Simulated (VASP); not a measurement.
Method: PBE GGA, VASP's PBE PAW potentials (set 64) (plane waves; VASP).

VASP input:

**POSCAR**
```
Au16S
1
    5.8764807549    -0.0000000000    -0.0000000000
    2.9382408867     5.0891818370     0.0000000000
    0.0000000000     0.0000000000    21.4555708742
Au S
16 1
Direct
  0.0008382366   0.9995940343   0.3314388872
  0.4995677291   0.9995940343   0.3314388872
  0.9988940790   0.5022118420   0.3299248989
  0.5002118162   0.4995763676   0.3328042012
  0.1682886284   0.1634237432   0.4446634640
  0.6641419643   0.1717170714   0.4455493961
  0.1597189977   0.6695276192   0.4455310208
  0.6707543831   0.6695276192   0.4455310208
  0.8345193822   0.3386308635   0.5558997398
  0.3268487542   0.3386308635   0.5558997398
  0.8324345843   0.8351298313   0.5603234408
  0.3288505759   0.8422978481   0.5536778572
  0.9929540779   0.9685039060   0.6686932511
  0.5385420161   0.9685039060   0.6686932511
  0.0283814883   0.4432370235   0.6760866037
  0.4927281175   0.5145437650   0.6607702230
  0.2123251690   0.0753496619   0.7465961173
```

### KPOINTS
```
Automatic
0
Gamma
 5 5 1
0 0 0
```

INCAR:
```
SYSTEM = Au16S
PREC = Normal; ENCUT = 400; LREAL = .False.
LASPH = .True.
EDIFF = 1E-5; NELM = 100; NELMIN = 4
ALGO = Normal; LMAXMIX = 6
ISMEAR = 1; SIGMA = 0.1
GGA = PE
IBRION = 2; NSW = 120; ISIF = 2
EDIFFG = -0.03
LWAVE = .True.; LCHARG = .False.
DIPOL = 0.5 0.5 0.5
LDIPOL = .True.; IDIPOL = 3
```

POTCAR, in this order: Au S (PBE.64 set). Program: vasp_std.

Unless said otherwise, spin-orbit coupling is left out, though it shifts the bands of the heavy elements here.

Problem. Predict the energy per atom (σ→0), band gap (on the k-mesh).

Solution. 
The energy per atom (σ→0) is -3.141 eV/atom and the band gap (on the k-mesh) comes out as none (metal, semimetal or under 0.01 eV).

File OSZICAR:
```
...
       N       E                     dE             d eps       ncg     rms          rms(c)
DAV:   1    -0.534053845721E+02    0.67735E-04   -0.43069E-01  1962   0.167E+00    0.111E-01
DAV:   2    -0.534059327898E+02   -0.54822E-03   -0.57488E-03  2088   0.254E-01    0.589E-02
DAV:   3    -0.534059356471E+02   -0.28573E-05   -0.51459E-04  2126   0.102E-01    0.526E-02
DAV:   4    -0.534059208703E+02    0.14777E-04   -0.68940E-04  1729   0.127E-01    0.451E-02
DAV:   5    -0.534058883393E+02    0.32531E-04   -0.21786E-04  2012   0.666E-02    0.159E-02
DAV:   6    -0.534058897378E+02   -0.13985E-05   -0.27554E-05  1560   0.165E-02
  23 F= -.53405890E+02 E0= -.53401380E+02  d E =-.440226E-03
```

The cell is a thin slab with vacuum, built from Au (fcc): (111) face, S adsorbed.
